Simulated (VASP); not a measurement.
Given:

```xyz
2
Lattice="1.3802 -2.3906 0.0000 1.3802 2.3906 0.0000 0.0000 0.0000 4.4227" Properties=species:S:1:pos:R:3 pbc="T T T"
Tc     1.3802     0.7969     1.1057
Tc     1.3802    -0.7969     3.3170
```

Calculation: RPBE GGA, VASP's PBE PAW potentials (set 64) (plane waves; VASP). Settings: 520 eV cut-off, 17×17×9 Γ-centred mesh, tetrahedra with Blöchl corrections, potentials Tc_pv.

**Question.** Predict the energy per atom (σ→0), band gap (on the k-mesh) with the smallest direct gap where there is one.

**Answer.** 
* **band gap (on the k-mesh)**: none (metal, semimetal or under 0.01 eV)
* **energy per atom (σ→0)**: -9731 meV/atom

Only differences to runs with the same potentials and settings are physical.

The compound is Tc in the hcp structure. It was relaxed first.
